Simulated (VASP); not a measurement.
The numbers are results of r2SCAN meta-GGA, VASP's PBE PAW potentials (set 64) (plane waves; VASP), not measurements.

Input for VASP

KPOINTS:
```
Automatic mesh
0
Gamma
24 24 1
0 0 0
```

### POSCAR
```
C bilayer
1.0
  2.4573474498   0.0000000000   0.0000000000
 -1.2286737249   2.1281248258   0.0000000000
  0.0000000000   0.0000000000  19.9831150332
C
4
Cart
  0.0000000000   0.0000000000   8.2596209367
  1.2286749536   0.7093742326   8.2596209367
  0.0000000000   0.0000000000  11.7234940965
 -0.0000012287   1.4187505932  11.7234940965
```

**INCAR**
```
SYSTEM = C bilayer
PREC = Normal; ENCUT = 500; LREAL = F
LASPH = T
EDIFF = 1E-5; NELM = 100; NELMIN = 4
ALGO = Normal; LMIXTAU = T
ISMEAR = 1; SIGMA = 0.1
METAGGA = R2SCAN
IBRION = 2; NSW = 50; ISIF = 4
EDIFFG = -0.03
LWAVE = T; LCHARG = F
```

POTCAR, in this order: C (PBE.64 set). Program: vasp_std.

The run wrote:

File OSZICAR:
```
       N       E                     dE             d eps       ncg     rms          rms(c)
DAV:   1     0.107876426899E+03    0.10788E+03   -0.67454E+03  1488   0.104E+03
DAV:   2    -0.331267243971E+02   -0.14100E+03   -0.12755E+03  2392   0.227E+02
DAV:   3    -0.453192579961E+02   -0.12193E+02   -0.12054E+02  1796   0.774E+01
DAV:   4    -0.455912348077E+02   -0.27198E+00   -0.27122E+00  1896   0.140E+01
DAV:   5    -0.455993059694E+02   -0.80712E-02   -0.80534E-02  1860   0.226E+00    0.829E+00
DAV:   6    -0.426621465540E+02    0.29372E+01   -0.19800E+00  1748   0.104E+01    0.595E+00
DAV:   7    -0.398044770028E+02    0.28577E+01   -0.72409E-01  1828   0.689E+00    0.139E+00
DAV:   8    -0.421440531006E+02   -0.23396E+01   -0.75914E-01  1680   0.726E+00    0.161E+00
DAV:   9    -0.409209913224E+02    0.12231E+01   -0.15949E-01  1764   0.406E+00    0.485E-01
DAV:  10    -0.406168635244E+02    0.30413E+00   -0.24889E-02  1764   0.220E+00    0.279E-01
DAV:  11    -0.406275918319E+02   -0.10728E-01   -0.18923E-02  1728   0.196E+00    0.103E-01
DAV:  12    -0.397377055617E+02    0.88989E+00   -0.17995E-01  1652   0.395E+00    0.194E-01
DAV:  13    -0.397375709063E+02    0.13466E-03   -0.22182E-03  1752   0.442E-01    0.204E-01
DAV:  14    -0.397426552231E+02   -0.50843E-02   -0.27910E-04  1684   0.215E-01    0.238E-01
DAV:  15    -0.397419577042E+02    0.69752E-03   -0.38635E-04  1568   0.240E-01    0.208E-01
DAV:  16    -0.397285774682E+02    0.13380E-01   -0.30863E-02  1584   0.156E+00    0.654E-01
DAV:  17    -0.397242838585E+02    0.42936E-02   -0.61596E-03  1628   0.893E-01    0.647E-01
DAV:  18    -0.397274853059E+02   -0.32014E-02   -0.59206E-03  1512   0.935E-01    0.572E-01
DAV:  19    -0.397234753580E+02    0.40099E-02   -0.13023E-03  1668   0.423E-01    0.559E-01
DAV:  20    -0.397152015321E+02    0.82738E-02   -0.63991E-04  1592   0.280E-01    0.536E-01
DAV:  21    -0.397100165181E+02    0.51850E-02   -0.25736E-03  1660   0.499E-01    0.402E-01
DAV:  22    -0.397090883387E+02    0.92818E-03   -0.17563E-03  1712   0.343E-01    0.261E-01
DAV:  23    -0.397058411107E+02    0.32472E-02   -0.18648E-04  1584   0.150E-01    0.224E-01
DAV:  24    -0.397106847752E+02   -0.48437E-02   -0.37416E-04  1564   0.156E-01    0.185E-01
DAV:  25    -0.397152672583E+02   -0.45825E-02   -0.24849E-03  1588   0.371E-01    0.422E-02
DAV:  26    -0.397166013138E+02   -0.13341E-02   -0.29588E-04  1720   0.140E-01    0.110E-02
DAV:  27    -0.397188557142E+02   -0.22544E-02   -0.18133E-04  1560   0.124E-01    0.271E-02
DAV:  28    -0.397200309341E+02   -0.11752E-02   -0.13358E-04  1572   0.110E-01    0.392E-02
DAV:  29    -0.397201902840E+02   -0.15935E-03   -0.12499E-05  1236   0.511E-02    0.349E-02
DAV:  30    -0.397205507108E+02   -0.36043E-03   -0.71517E-05  1496   0.998E-02    0.254E-02
DAV:  31    -0.397205553638E+02   -0.46529E-05   -0.36994E-05  1560   0.733E-02
   1 F= -.39720555E+02 E0= -.39720490E+02  d E =-.397206E+02
```

OUTCAR:
```
------------------------ aborting loop because EDIFF is reached ----------------------------------------
  FORCE on cell =-STRESS in cart. coord.  units (eV):
  Direction    XX          YY          ZZ          XY          YZ          ZX
  --------------------------------------------------------------------------------------
  Total        0.0737771      0.0737770     -0.0401220      0.0000000     -0.0000000     -0.0000000
  in kB        1.1311106      1.1311100     -0.6151297      0.0000000     -0.0000000     -0.0000000
  external PRESSURE =       0.5490303 kB  Pullay stress =       0.0000000 kB
  volume of cell :      104.50
      direct lattice vectors                 reciprocal lattice vectors
     2.457347450  0.000000000  0.000000000     0.406942860  0.234948624  0.000000000
    -1.228673725  2.128124826  0.000000000     0.000000000  0.469897248  0.000000000
     0.000000000  0.000000000 19.983115033     0.000000000  0.000000000  0.050042248
 POSITION                                       TOTAL-FORCE (eV/Angst)
 -----------------------------------------------------------------------------------
      0.00000      0.00000      8.25962         0.000000     -0.000000     -0.005984
      1.22867      0.70937      8.25962        -0.000000      0.000000     -0.010573
      0.00000      0.00000     11.72349        -0.000000      0.000000      0.005984
     -0.00000      1.41875     11.72349         0.000000     -0.000000      0.010573
 -----------------------------------------------------------------------------------
    total drift:                                0.000000     -0.000000      0.000000
  FREE ENERGIE OF THE ION-ELECTRON SYSTEM (eV)
  ---------------------------------------------------
  free  energy   TOTEN  =       -39.7205553638 eV

  energy  without entropy=      -39.7203601215  energy(sigma->0) =      -39.72049028

 reached required accuracy - stopping structural energy minimisation
```
(Selected blocks of OUTCAR.)

The cell is a sheet with vacuum, built from C (graphite).
